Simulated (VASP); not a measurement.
Zr: transverse stress against strain

Zr (hcp, P6_3/mmc, 21.783 Å³/atom and stress up to 0.21 GPa in the relaxed cell, c along z) under a strain ε along c (axis z), the other axes held. LDA in VASP (plane waves, PAW), 480 eV, 18×18×10 Γ-centred mesh, Methfessel-Paxton smearing 0.10 eV; ions are relaxed, or left where forces stay under 0.02 eV/Å, within the symmetry of each cell. Against the start cell, which lies near the measured one, the relaxed cell differs by -6.4 % in volume and -1.1 % in c; the values below rest on it. Stress is positive for a compressed cell.

Here s stands for strain and y for stress xx.

| strain (%) | stress xx (GPa) |
|---|---|
| -3.00 | ? |
| -1.50 | 1.49 |
| -1.00 | 1.06 |
| -0.50 | 0.63 |
| 0.00 | 0.21 |
| 0.50 | -0.21 |
| 1.00 | -0.62 |
| 1.50 | -1.03 |

Task: Using a straight line, estimate the missing y at s = -3.00 from the other rows, showing the fit.

Result: Means: s 0, y 0.219. About the means, the sum of products is -5.8800 and the sum of squares of s is 7.0000; the slope is their ratio. Least squares gives y = 0.219 - 0.8400·s. Residuals (row less fit): 0.011, 0.001, -0.009, -0.009, -0.009, 0.001, 0.011; standard error 0.010 (degrees of freedom: 5). The slope gives the elastic constant C13 = about 84 GPa. At the withheld row, y = 0.219 - 0.8400 × (-3.0) = 2.739 GPa. The calculation gives 2.83 GPa, 0.091 GPa above the prediction (2.4 % of the range of y in the table). The row lies outside the fitted rows, so this is an extrapolation. From the scatter of the fitted rows alone, a prediction at this place has a standard error of 0.015 GPa, so the miss is 6.1 times that.

A polynomial of degree 2 through the 12 other runs of the series gives 2.84 there, so most of the miss is curvature that the fit leaves out. In a metal these values are sensitive to mesh and smearing; energies are taken to zero smearing, stresses follow the free energy. The runs aren't spin-polarised. Rows are the converged runs of the series near zero and its far end; series whose fitted rows scatter by over a few per cent of the range, as at a crossing or softening among them, aren't shown in this form, nor equations of state whose B0' disagrees with the runs' pressures. Most that stay on the fit to the last digits aren't either.
